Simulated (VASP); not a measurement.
Level of theory: PBE GGA, VASP's PBE PAW potentials (set 64) (plane waves; VASP 6.6.1).

VASP input:

### POSCAR
```
PbO
1.0
  4.0011950402   0.0000000000   0.0000000000
  0.0000000000   4.0011950402   0.0000000000
  0.0000000000   0.0000000000   4.2294663981
Pb O
2 2
direct
  0.5000000000   0.0000000000   0.7252457157
  0.0000000000   0.5000000000   0.2747542843
  0.5000000000   0.5000000000   0.0000000000
  0.0000000000   0.0000000000   0.0000000000
```

INCAR:
```
# general
SYSTEM  = PbO
PREC    = Accurate
ENCUT   = 620
LREAL   = .FALSE.
LASPH   = .TRUE.

# electronic loop
EDIFF   = 1E-6
NELM    = 100
ALGO    = Normal
LMAXMIX = 4

# smearing
ISMEAR  = 0
SIGMA   = 0.05

# functional
GGA     = PE

# ions
IBRION  = 2
NSW     = 40
ISIF    = 3
EDIFFG  = -0.02
PSTRESS = 100

# output
LWAVE   = .FALSE.
LCHARG  = .FALSE.
```

### KPOINTS
```
Automatic
0
G
 6 6 5
```

POTCAR, in this order: Pb_d O (PBE.64 set). Program: vasp_std.

Question: What will the output report for the number of irreducible k-points (NKPTS), largest plane-wave count, number of space-group operations, FFT grid (NGX, NGY, NGZ)?

Answer: 
```yaml
number of irreducible k-points (NKPTS): 30
largest_plane_wave_count: 2400
number_of_space_group_operations: 16
FFT grid (NGX, NGY, NGZ): 32 × 32 × 36
```

The compound is PbO in the litharge structure. It was relaxed first under an external pressure of 10 GPa.
